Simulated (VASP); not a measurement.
An input for Quantum ESPRESSO's pw.x (written as the equivalent of a VASP run, and not itself run):

```
&CONTROL
  calculation = 'vc-relax'
  pseudo_dir = './pseudo'
  outdir = './out'
  tprnfor = .true.
  tstress = .true.
  nstep = 30
  forc_conv_thr = 0.00039
/
&SYSTEM
  ibrav = 0
  nat = 3
  ntyp = 2
  ecutwfc = 70
  occupations = 'smearing'
  smearing = 'gaussian'
  degauss = 0.003675
  input_dft = 'vdw-df2-b86r'
/
&ELECTRONS
  conv_thr = 7.3e-09
  electron_maxstep = 100
/
&IONS
/
&CELL
  cell_dofree = 'shape'
/
ATOMIC_SPECIES
  Pb 207.200 Pb.upf
  I 126.904 I.upf
CELL_PARAMETERS angstrom
     2.3132446   -4.0066574    0.0000000
     2.3132446    4.0066574    0.0000000
     0.0000000    0.0000000    7.0984230
ATOMIC_POSITIONS crystal
  Pb   0.0000000  0.0000000  0.0000000
  I    0.3333330  0.6666670  0.2687932
  I    0.6666670  0.3333330  0.7312068
K_POINTS automatic
  6 6 3 0 0 0
```

Write the VASP files for the same calculation (rev-vdW-DF2).

This is not unique; one that fits is 
File KPOINTS:
```
Automatic mesh
0
Gamma
6 6 3
0 0 0
```

**INCAR**
```
! general
SYSTEM   = PbI2
PREC     = Accurate
ENCUT    = 520   ! plane-wave cut-off (eV)
LREAL    = .FALSE.
LASPH    = .TRUE.   ! aspherical one-centre terms

! electronic loop
EDIFF    = 1E-7   ! SCF stop (eV)
NELM     = 100   ! most electronic steps
ALGO     = Normal   ! blocked Davidson
LMAXMIX  = 4   ! l cut-off of mixed one-centre charges

! smearing
ISMEAR   = 0
SIGMA    = 0.05   ! width (eV)

! functional
GGA      = MK
LUSE_VDW = .TRUE.
AGGAC    = 0.0
PARAM1   = 0.1234568
PARAM2   = 0.7114
ZAB_VDW  = -1.8867

! ions
IBRION   = 2   ! conjugate gradients
NSW      = 30   ! most ionic steps
ISIF     = 4
EDIFFG   = -0.01

! output
LWAVE    = .FALSE.
LCHARG   = .FALSE.
```

### POSCAR
```
PbI2
1
    2.3132446353    -4.0066574013     0.0000000000
    2.3132446353     4.0066574013     0.0000000000
    0.0000000000     0.0000000000     7.0984230367
Pb I
1 2
Direct
  0.0000000000   0.0000000000   0.0000000000
  0.3333330000   0.6666670000   0.2687932092
  0.6666670000   0.3333330000   0.7312067908
```

POTCAR, in this order: Pb_d I (PBE.64 set). Program: vasp_std.

Limits of the translation: the potentials are each code's own (VASP's PAW set, PseudoDojo norm-conserving files in pw.x), so ENCUT and ecutwfc are chosen apart and not converted; conv_thr bounds pw.x's estimated SCF error, while EDIFF bounds the energy change between steps; forc_conv_thr acts on force components and is met together with etot_conv_thr.

The compound is PbI2 in the 1T layered structure. This cell is one point of a volume scan, at 1.03 of the reference volume. Symmetry was kept, so distortions that lower it aren't found.
